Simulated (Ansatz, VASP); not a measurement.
# Sr3H38C12S12N6O43F36 in two plane-wave programs, part 2 of 2

Aim: how closely do two programs agree when they are given the same cell, functional and k mesh? The cell is taken from a series of runs on this material, whose earlier steps may have relaxed, scaled, displaced or heated it; both programs get it as it stands.

VASP 6.6.1 and Ansatz 0.2.0.

So far. Step 2 (VASP: single point, PBEsol): The run ends at a pressure of 0.59 GPa, with forces up to 0.51 eV/Å.

## 4. Side by side

Known differences besides the potentials themselves: the cutoff is 420 eV in Ansatz and 600 eV in VASP (PREC = Accurate, projectors in real space); Ansatz makes its cores anew for this functional, VASP keeps those of its PBE data sets. Total energies have different zeros and are not compared.

The two programs side by side:

```csv
quantity,Ansatz,VASP,difference
pressure (GPa),0.48,0.59,-0.12
gap on the k mesh (eV),5.169,5.109,+0.060
```

Forces on 8 of the 150 atoms, those with the largest forces and the largest differences (eV/Å; atoms numbered as in POSCAR):

```csv
atom,"Ansatz x, y, z","VASP x, y, z"
F78,"-0.001, -0.010, -0.001","0.176, 0.429, -0.122"
F79,"-0.003, 0.005, 0.001","0.189, -0.148, 0.416"
F88,"-0.010, -0.002, -0.008","-0.426, -0.176, -0.202"
F89,"0.001, 0.004, 0.000","-0.396, 0.075, 0.273"
F93,"-0.002, -0.003, 0.000","0.310, 0.320, 0.183"
F100,"0.002, 0.001, 0.004","0.090, -0.340, -0.332"
F101,"0.001, 0.001, 0.003","-0.211, -0.433, -0.051"
F108,"0.000, -0.002, 0.005","-0.230, 0.366, -0.263"
```

The forces differ by 162 meV/Å r.m.s., where the r.m.s. force is 0.007 eV/Å in Ansatz and 0.161 eV/Å in VASP: the atoms lie near their places of rest in Ansatz, so a percentage would say little (all taken over all components). A gap on the mesh is an upper bound, since the band edges may lie between its points.

## 5. Results

| Property | Result |
| --- | --- |
| r.m.s. force difference (single point, PBEsol) | 162 meV/Å |
| difference in gap on the k mesh (single point, PBEsol) | 0.060 eV |

The r.m.s. force difference is 162 meV/Å (single point, PBEsol), beyond the 12 meV/Å picked in this series as the mark of a large difference. What causes the difference of the single point, PBEsol pair stays open here. Such differences can come from data sets, numerical settings and the points named under the comparisons, not from the functional's error against experiment.

[Lines on the potential files, build, host, timing and source positions are cut from VASP's logs without a mark.]

[Logs are printed without paths, hosts, clocks, repeated set-up lines and the standing remarks that a program may print on its own settings, such as how far it seeks lower states.]

[Hosts, paths, dates, database ids (printed as entryN), source tags and the programs' standing remarks are cut or masked in the printed files.]
